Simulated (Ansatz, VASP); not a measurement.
**NaLaMnMoO6 in VASP and in Ansatz**

```
Na La Mn Mo O
1.0
     4.75370   -2.75501    0.00205
     4.75370    2.75501    0.00205
    -3.19901    0.00000    4.49960
Na La Mn Mo O
1 1 1 1 6
Direct
  0.25021 0.25021 0.74459
  0.75117 0.75117 0.25707
  0.49918 0.49918 0.49917
  0.00110 0.00110 0.00114
  0.28503 0.78106 0.28520
  0.78106 0.28503 0.28520
  0.25187 0.25187 0.18775
  0.74777 0.74777 0.81124
  0.21883 0.71407 0.71525
  0.71407 0.21883 0.71525
```

Change from the starting cell: volume scaled by 1.02.

Alike in both runs: task single point; functional PBE; k mesh 6 × 6 × 6; occupations fermi-dirac, width 0.05 eV; collinear spin, ferromagnetic start.

|  | VASP | Ansatz |
| --- | --- | --- |
| version | VASP 6.6.1 | Ansatz 0.2.0 |
| potentials or method | VASP PAW PBE potentials, release 64 (Na_pv, La, Mn_pv, Mo_sv, O) | Ansatz PAW |
| plane-wave cutoff (eV) | 520 | 420 |
| valence electrons in the cell | 81 | 85 |

```csv
,VASP,Ansatz,Ansatz less VASP
gap on the k mesh at the Fermi level (eV),none,none,-
pressure (GPa),-2.6,-2.8,-0.26
largest component of the traceless stress (GPa),0.12,0.11,-0.006
rms of the force components (eV/Å),0.130,0.112,-0.0182
net moment per atom (μB),0.22,0.21,-0.002
size of the moment on the site where the two differ most (μB),2.65,2.37,-0.276
```

Site moments also hang on the region over which each program counts them. Atom by atom the forces differ by 0.019 eV/Å (rms over components). A gap of «none» marks a metal or a gap that the smearing closes. The two sets of potentials don't hold the same shells in valence.

Caveats: a cell with one magnetic atom can't hold antiferromagnetic order, which such compounds often take; semilocal functionals often make such compounds metallic where correlation or magnetic order opens a gap, which also shifts bond lengths; the pressure holds a Pulay correction of +0.6 GPa for the finite cutoff (Ansatz); the starting moments weren't kept (Ansatz). Spin-orbit coupling is left out, which matters for the levels of La.
